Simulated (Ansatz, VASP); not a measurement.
# Na4Si3O8 (glassy 60SiO2-40Na2O (mol %)) in two plane-wave programs

Aim: how closely do two programs agree when they are given the same cell, functional and k mesh? The cell is taken from a series of runs on this material, whose earlier steps may have relaxed, scaled, displaced or heated it; both programs get it as it stands.

Calculated with Ansatz 0.2.0; plane waves, with VASP 6.6.1 beside it; single point at PBE.

## 1. The starting structure

The cell holds 195 atoms: 39 Si, 52 Na and 104 O. Cell: a = 12.996 Å, b = 12.996 Å, c = 12.996 Å, α = 90.0°, β = 90.0°, γ = 90.0°. As first built, before any earlier steps moved the atoms (in the runner's words): 195 atoms (39 Si, 52 Na, 104 O) placed at random at 2.99 g/cm^3, melted at 4000 K for 10 ps at fixed volume with the Morse and Coulomb pair potential with partial charges (Pedone, Malavasi, Menziani, Cormack and Segre, J. Phys. Chem. B 110, 11780 (2006)). Quenched from 4000 K to 300 K at 20 K/ps and fixed volume, held 5 ps.

## 2. VASP: single point, PBE

With cell and atoms fixed, the geometry can't cause a difference; cores, projectors, grids and the points listed under the comparison can.

Lines of VASP's logs that name or quote its potential files are left out, and so is its time.

The input, INCAR:

```
SYSTEM = Na4Si3O8
PREC = Accurate
ENCUT = 600
EDIFF = 1E-06
NELM = 120
ISMEAR = -1
SIGMA = 0.025
LREAL = Auto
ALGO = Normal
GGA = PE
NBANDS = 708
LORBIT = 11
LWAVE = .FALSE.
LCHARG = .FALSE.
ISIF = 2
LASPH = .TRUE.
GGA_COMPAT = .FALSE.
EFERMI = MIDGAP
```

The input, POSCAR:

```
Na4Si3O8
1.0
   12.9957000000      0.0000000000      0.0000000000
    0.0000000000     12.9957000000      0.0000000000
    0.0000000000      0.0000000000     12.9957000000
Si Na O
39 52 104
Direct
    0.1407900000      0.3783100000      0.9081300000
    0.7854800000      0.7140700000      0.1466600000
    0.3536400000      0.3702100000      0.4475000000
    0.4302300000      0.8907300000      0.1563000000
    0.5810200000      0.2501400000      0.0266800000
    0.3753400000      0.9493000000      0.7697400000
    0.8358000000      0.1161500000      0.4164500000
    0.4991900000      0.6336500000      0.0387600000
    0.9071100000      0.7684100000      0.7930000000
    0.5947200000      0.7725600000      0.2997700000
    0.6183500000      0.7006800000      0.6999000000
    0.0013200000      0.7890800000      0.1894300000
    0.8010900000      0.2995400000      0.0607500000
    0.8776500000      0.9917300000      0.2133800000
    0.5609000000      0.3747800000      0.2386700000
    0.6335500000      0.9806500000      0.4198200000
    0.0807000000      0.7960100000      0.9490800000
    0.1461300000      0.7486300000      0.5567900000
    0.3789900000      0.5405800000      0.2083900000
    0.0099900000      0.5200900000      0.0572400000
    0.9183500000      0.6872000000      0.5566500000
    0.9217100000      0.4644500000      0.6636800000
    0.9207000000      0.3849200000      0.2281100000
    0.6742200000      0.9435300000      0.6558200000
    0.5264600000      0.0198000000      0.9641900000
    0.2846900000      0.4591700000      0.7487400000
    0.6970800000      0.5045100000      0.6208100000
    0.1242400000      0.3372100000      0.6143600000
    0.9571600000      0.2311100000      0.8798400000
    0.4966400000      0.0713700000      0.2641300000
[... 159 atom lines left out ...]
    0.6059800000      0.1726600000      0.5681200000
    0.2299200000      0.9491500000      0.3381300000
    0.9334400000      0.4417200000      0.1165600000
    0.4602800000      0.4477800000      0.2496600000
    0.3516200000      0.2604100000      0.5050800000
    0.2775900000      0.4678000000      0.4731400000
```

The input, KPOINTS:

```
Automatic mesh
0
Gamma
1 1 1
0 0 0
```

Potentials, in the order of the species: Si, Na_pv and O (PBE family, release 64).

Command:

```console
> export OMP_NUM_THREADS=3
> mpirun -np 1 vasp_gam
```

Numbers of over 12 decimals in the logs are rounded to 6 here.

The program printed:

```text
[banner, memory and clock lines left out]
running    1 mpi-ranks, on    1 nodes
[...]
Offloading initialized ...    1 GPUs detected
[...]
LDA part: xc-table for (Slater+PW92), standard interpolation
 POSCAR, INCAR and KPOINTS ok, starting setup
[...]
entering main loop
       N       E                     dE             d eps       ncg     rms          rms(c)
DAV:   1     0.233350170105E+05    0.23335E+05   -0.60375E+05  1416   0.229E+03
DAV:   2     0.370497655853E+04   -0.19630E+05   -0.18723E+05  1472   0.658E+02
DAV:   3    -0.909316917339E+03   -0.46143E+04   -0.43332E+04  1480   0.287E+02
DAV:   4    -0.140313842373E+04   -0.49382E+03   -0.48430E+03  1696   0.995E+01
[...]
DAV:  18    -0.123730265410E+04    0.35986E-05   -0.43473E-05  1720   0.144E-02    0.141E-02
DAV:  19    -0.123730265072E+04    0.33796E-05   -0.12546E-05  1728   0.102E-02    0.501E-03
DAV:  20    -0.123730265047E+04    0.24710E-06   -0.87255E-06  1712   0.636E-03
   1 F= -.12373027E+04 E0= -.12373027E+04  d E =0.000000E+00
```

From OUTCAR (step 2):

```text
  Total      128.2436010    101.7768034    119.7445391      6.8033712     -4.6213405    -16.8813038
  in kB       93.6153908     74.2951317     87.4112372      4.9663317     -3.3734907    -12.3230309
[...]
9.23344     10.90469     11.49509        -0.019307     -0.010138      0.010787
      0.50345     11.55643      5.17437         0.006404     -0.012355     -0.005958
      2.13233      1.99133     10.63555         0.012971     -0.006303     -0.005330
      9.11064      8.53843     12.32382         0.002100     -0.000406     -0.002335
      6.94594      4.26597     10.20422        -0.008119      0.020926     -0.008993
      0.13152      2.88933      5.24649        -0.009698      0.007191     -0.002248
      3.38278      0.07576      1.76456         0.013440     -0.014655     -0.008377
     12.66613      2.25254      8.56157        -0.019864     -0.006187     -0.015128
     12.64092      8.13271      4.46077        -0.012219      0.006064     -0.004776
      3.02800      7.34660     12.91747        -0.003158      0.002658     -0.010601
      5.37619      4.22269      8.37235         0.012695      0.009540      0.014053
      3.30312     12.44156     12.09666         0.006467     -0.009744      0.004060
      5.91902      0.59546      7.28162         0.011326      0.011851     -0.008648
[...]
-----------------------------------------------------------------------------------
    total drift:                               -0.004939      0.006217      0.003923

  FREE ENERGIE OF THE ION-ELECTRON SYSTEM (eV)
  ---------------------------------------------------
  free  energy   TOTEN  =     -1237.3026504736 eV

  energy  without entropy=    -1237.3026504736  energy(sigma->0) =    -1237.30265047

[... 2 further parts left out ...]
[key lines of the parts left out:]
E-fermi :   4.9293
```

The run ends at a pressure of 8.51 GPa, with forces up to 0.11 eV/Å.

## 3. Ansatz: single point, PBE

Ansatz runs on its default PAW (the set named soft_2) files.

The same cell, functional, mesh and smearing now go to Ansatz, which takes its cutoff from its data sets.

The input, input.yaml:

```yaml
crystal:
  lattice:
    - [12.9957, 0.0, 0.0]
    - [0.0, 12.9957, 0.0]
    - [0.0, 0.0, 12.9957]
  atoms:
    - { symbol: Si, position: [0.14079, 0.37831, 0.90813] }
    - { symbol: Si, position: [0.78548, 0.71407, 0.14666] }
    - { symbol: Si, position: [0.35364, 0.37021, 0.4475] }
    - { symbol: Si, position: [0.43023, 0.89073, 0.1563] }
    - { symbol: Si, position: [0.58102, 0.25014, 0.02668] }
    - { symbol: Si, position: [0.37534, 0.9493, 0.76974] }
    - { symbol: Si, position: [0.8358, 0.11615, 0.41645] }
    - { symbol: Si, position: [0.49919, 0.63365, 0.03876] }
    - { symbol: Si, position: [0.90711, 0.76841, 0.793] }
    - { symbol: Si, position: [0.59472, 0.77256, 0.29977] }
    - { symbol: Si, position: [0.61835, 0.70068, 0.6999] }
    - { symbol: Si, position: [0.00132, 0.78908, 0.18943] }
    - { symbol: Si, position: [0.80109, 0.29954, 0.06075] }
    - { symbol: Si, position: [0.87765, 0.99173, 0.21338] }
    - { symbol: Si, position: [0.5609, 0.37478, 0.23867] }
    - { symbol: Si, position: [0.63355, 0.98065, 0.41982] }
    - { symbol: Si, position: [0.0807, 0.79601, 0.94908] }
    - { symbol: Si, position: [0.14613, 0.74863, 0.55679] }
    - { symbol: Si, position: [0.37899, 0.54058, 0.20839] }
    - { symbol: Si, position: [0.00999, 0.52009, 0.05724] }
    - { symbol: Si, position: [0.91835, 0.6872, 0.55665] }
    - { symbol: Si, position: [0.92171, 0.46445, 0.66368] }
    - { symbol: Si, position: [0.9207, 0.38492, 0.22811] }
    - { symbol: Si, position: [0.67422, 0.94353, 0.65582] }
    - { symbol: Si, position: [0.52646, 0.0198, 0.96419] }
    - { symbol: Si, position: [0.28469, 0.45917, 0.74874] }
    - { symbol: Si, position: [0.69708, 0.50451, 0.62081] }
    - { symbol: Si, position: [0.12424, 0.33721, 0.61436] }
    - { symbol: Si, position: [0.95716, 0.23111, 0.87984] }
    - { symbol: Si, position: [0.49664, 0.07137, 0.26413] }
[... 159 atom lines left out ...]
    - { symbol: O, position: [0.60598, 0.17266, 0.56812] }
    - { symbol: O, position: [0.22992, 0.94915, 0.33813] }
    - { symbol: O, position: [0.93344, 0.44172, 0.11656] }
    - { symbol: O, position: [0.46028, 0.44778, 0.24966] }
    - { symbol: O, position: [0.35162, 0.26041, 0.50508] }
    - { symbol: O, position: [0.27759, 0.4678, 0.47314] }
kpoints:
  mp_grid: { grid: [1, 1, 1] }
hamiltonian:
  xc: pbe
scf:
  occupations: { method: fermi_dirac, width: 0.025 }
output:
  forces: true
  stress: true
  populations: true
  dos:
    method: { smearing: { sigma: 0.15 } }
    de: 0.1
    projected: { site_lists: { Na: [Na], O: [O], Si: [Si] } }
  eigenvalues: true
  write_density: true
  write_potential: true
  volumetric_format: npy
  elf: true
```

Command:

```console
> ansatz run input.yaml --threads 8 --pin off --max-ram 15872MiB --backend cpu --events-out ev --progress --plain --runs-dir out
```

The program printed:

```text
Engine: ansatz 0.2.0, aarch64-unknown-linux-gnu
Pseudopotentials: kind: paw
Pseudopotential: Si, paw, valence charge 4, recommended cutoff 420 eV (normal), Si.paw.azcp
Pseudopotential: Na, paw, valence charge 9, recommended cutoff 420 eV (normal), Na.paw.azcp
Pseudopotential: O, paw, valence charge 6, recommended cutoff 420 eV (normal), O.paw.azcp
Functional definition: PBE
  parameter kappa = 0.804
  parameter beta = 0.066725
  exchange = pbe_x(kappa = kappa, mu = beta*pi^2/3)
  correlation = pbe_c(beta = beta)
Crystal: 195 atoms, lattice volume = 2194.821 Å³
Basis set: ecut = 420 eV, 42931 PW (Γ), exchange–correlation on 180×180×180 points (8 copies of the dense FFT grid, shifted against one another)
Bands: 819, of which v1, the nominal top of the filled ones, is band 624 counted from 1 (623 counted from 0)
Symmetry: 1 space group operations
Space group: P1 (ITA 1), of the structure as read, at distance tolerance 1.3e-4 Å
k-points: 1
Non-local potential: Si, projectors of the file, l = 0: 2, l = 1: 2, l = 2: 2
Non-local potential: Na, projectors of the file, l = 0: 3, l = 1: 2, l = 2: 1
Non-local potential: O, projectors of the file, l = 0: 2, l = 1: 2, l = 2: 1
PAW form: soft (Blöchl's): semilocal exchange-correlation on the pseudo side does not see the compensation charge
PAW one-centre angular grid: Si, 110 points (default); XC on 64 Gauss nodes
PAW one-centre angular grid: Na, 110 points (default); XC on 64 Gauss nodes
PAW one-centre angular grid: O, 110 points (default); XC on 64 Gauss nodes
Initial density: superposition of atomic densities (neutral atoms: chi_scale 0, normalization atom), corrected by the library's trained network
Initial wavefunctions: pseudopotential atomic-orbital guess
Functional: x = pbe(κ = 0.804, μ = 0.219515), c = pbe(β = 0.066725)
SCF iter   1: F=—  HF=-161286.268648 eV  |F-HF|=—  |Δ(HF+E_count)|=         —  Δρ=2.21e-3  dr2=1.74e-1  ethr=1.77e-3  ⟨swp⟩=6.0  Hψ=3386  notcnv=0  defer=47
preconditioner: auto → Resta (q_TF=auto, 2.483 Å⁻¹)  ε∞=2.8  [insulator: Δε(μ)=3.675 eV  Ē_g=19.890 eV  σ=0.025 eV  W_gap=1.00  n_scr=586 (ndim 8)  ℏωp=26.8 eV  f_vac=0.060  D(μ)=0.00/eV (n_scr^D=0)  ε∞_Penn≈2.8]
SCF iter   2: F=—  HF=-161286.204325 eV  |F-HF|=—  |Δ(HF+E_count)|=   6.43e-2  Δρ=1.19e-3  dr2=4.09e-2  ethr=1.39e-5  ⟨swp⟩=3.0  Hψ=1521  notcnv=0  defer=188
SCF iter   3: F=—  HF=-161286.202130 eV  |F-HF|=—  |Δ(HF+E_count)|=   2.20e-3  Δρ=5.45e-4  dr2=1.03e-2  ethr=3.28e-6  ⟨swp⟩=2.0  Hψ=1009  notcnv=0  defer=188
SCF iter   4: F=—  HF=-161286.200860 eV  |F-HF|=—  |Δ(HF+E_count)|=   1.27e-3  Δρ=1.79e-4  dr2=8.47e-4  ethr=8.25e-7  ⟨swp⟩=2.0  Hψ=986  notcnv=0  defer=188
SCF iter   5: F=—  HF=-161286.200956 eV  |F-HF|=—  |Δ(HF+E_count)|=   9.64e-5  Δρ=1.13e-4  dr2=2.25e-4  ethr=6.79e-8  ⟨swp⟩=2.0  Hψ=1203  notcnv=0  defer=188
SCF iter   6: F=—  HF=-161286.200905 eV  |F-HF|=—  |Δ(HF+E_count)|=   5.12e-5  Δρ=3.33e-5  dr2=2.12e-5  ethr=1.81e-8  ⟨swp⟩=2.0  Hψ=1034  notcnv=0  defer=188
SCF iter   7: F=—  HF=-161286.201905 eV  |F-HF|=—  |Δ(HF+E_count)|=   1.00e-3  Δρ=1.29e-5  dr2=2.80e-6  ethr=1.70e-9  ⟨swp⟩=2.0  Hψ=1443  notcnv=0  defer=188
SCF iter   8: F=—  HF=-161286.201907 eV  |F-HF|=—  |Δ(HF+E_count)|=   2.30e-6  Δρ=5.66e-6  dr2=5.51e-7  ethr=2.24e-10  ⟨swp⟩=2.0  Hψ=1250  notcnv=0  defer=188
SCF iter   9: F=—  HF=-161286.201907 eV  |F-HF|=—  |Δ(HF+E_count)|=   2.68e-7  Δρ=2.40e-6  dr2=1.01e-7  ethr=4.42e-11  ⟨swp⟩=2.0  Hψ=1043  notcnv=0  defer=188
SCF iter  10: F=-161286.201907 eV  HF=-161286.201907 eV  |F-HF|=7.63e-9  |Δ(HF+E_count)|=   2.06e-8  Δρ=5.85e-7  dr2=7.76e-9  ethr=8.01e-12  ⟨swp⟩=15.0  Hψ=5920  notcnv=0
SCF 1 converged in 10 iterations: F = -161286.201907 eV  dr2 = 7.76e-9
  greatest PAW one-centre occupation: 1.000 electrons in one spin orbital (limit 2), on the Na atom at site 76 (counted from 0), in its partial waves of l = 1
SCF converged after 10 iterations
Free energy (F): -161286.201907 eV
Harris-Foulkes:  -161286.201907 eV  (|F-HF|=7.63e-9)
Internal energy: -161286.201907 eV  (E = F + TS)
E sigma→0 (E₀):  -161286.201907 eV
Fermi energy:    7.410923 eV
--- Per-component energies (eV) ---
  E_band       = -11112.163805
  E_kinetic    = 26702.112805
  E_local      = -102743.441974  (includes V_loc(G=0)·N_el)
  E_nonlocal   = 11951.892427
  E_hartree    = 36692.725679
  E_xc         = -12030.568062
  E_vxc        = -14457.404705  (∫ρ·V_xc dr)
  E_paw        = -50193.849593  (= ΣΔE_a)
  E_vpaw       = -5951.033180  (= ΣTr[D̂ρ^β])
  E_aug_tail   = 0.260666  (compensation charges beyond the density's cutoff)
  E_ewald      = -71665.333855
  E_smearing   = -0.000000  (= −TS)
  E_closure    = 0.000000  (closes the sum)
  Σ components = -161286.201907   (vs F -161286.201907, Δ=0.00e0)
--- Forces (eV/Å), atoms counted from 1 ---
  atom   1  Si    -0.00154759    -0.00221483    -0.00083271
  atom   2  Si    -0.00704167     0.00108344    -0.00192191
[...]
--- Löwdin populations: 195 sites ---
  site symbol       q [e]
     0     Si      2.2996
     1     Si      2.3590
     2     Si      2.4289
     3     Si      2.3554
     4     Si      2.3344
     5     Si      2.4910
     6     Si      2.3699
     7     Si      2.4376
     8     Si      2.3439
     9     Si      2.3302
    10     Si      2.4376
    11     Si      2.3667
    12     Si      2.2922
    13     Si      2.4560
    14     Si      2.3656
    15     Si      2.2654
    16     Si      2.4121
    17     Si      2.3670
    18     Si      2.4109
    19     Si      2.3200
    20     Si      2.3315
    21     Si      2.3282
    22     Si      2.4045
    23     Si      2.2840
[...]
187      O      6.7947
   188      O      6.9278
   189      O      7.0010
   190      O      6.8342
   191      O      6.7943
   192      O      6.8103
   193      O      7.0025
   194      O      6.8131
  spilling = 0.008640 (of n_electrons = 1248.000000)
```

## 4. Differences

Known differences besides the potentials themselves: the data sets hold 1248 valence electrons in Ansatz (on its default PAW (the set named soft_2) files) and 1144 in VASP; the cutoff is 420 eV in Ansatz and 600 eV in VASP (PREC = Accurate, projectors in real space). Total energies have different zeros and are not compared.

The two programs side by side:

```csv
quantity,Ansatz,VASP,difference
pressure (GPa),8.47,8.51,-0.04
gap on the k mesh (eV),3.408,3.393,+0.014
```

Forces on 7 of the 195 atoms, those with the largest forces and the largest differences (eV/Å; atoms numbered as in POSCAR):

```
atom         Ansatz x, y, z           VASP x, y, z
Si14   -0.005, 0.001, 0.001    0.080, 0.030, 0.064
Si19   0.017, -0.001, 0.012   0.079, -0.025, 0.049
Si30   -0.004, 0.002, 0.000   -0.071, 0.027, 0.074
O118  -0.009, -0.008, 0.020  -0.034, -0.037, 0.080
O121   0.002, 0.000, -0.002  -0.088, -0.052, 0.006
O155  -0.002, 0.004, -0.002   -0.097, 0.022, 0.018
O189   0.004, 0.002, -0.001  0.083, -0.002, -0.061
```

The forces differ by 28 meV/Å r.m.s., where the r.m.s. force is 0.004 eV/Å in Ansatz and 0.029 eV/Å in VASP: the atoms lie near their places of rest in Ansatz, so a percentage would say little (all taken over all components). A gap on the mesh is an upper bound, since the band edges may lie between its points.

## 5. Results

| Quantity | Value |
| --- | --- |
| r.m.s. force difference (single point, PBE) | 28 meV/Å |

The r.m.s. force difference is 28 meV/Å (single point, PBE), beyond the 12 meV/Å picked in this series as the mark of a large difference. The data sets hold unlike numbers of valence electrons (1248 in Ansatz and 1144 in VASP), so part of the differences comes from the potentials. What causes the difference of the single point, PBE pair stays open here. Such differences can come from data sets, numerical settings and the points named under the comparisons, not from the functional's error against experiment.

[Lines on the potential files, build, host, timing and source positions are cut from VASP's logs without a mark.]

[Logs are printed without paths, hosts, clocks, repeated set-up lines and the standing remarks that a program may print on its own settings, such as how far it seeks lower states.]

[Hosts, paths, dates, database ids (printed as entryN), source tags and the programs' standing remarks are cut or masked in the printed files.]
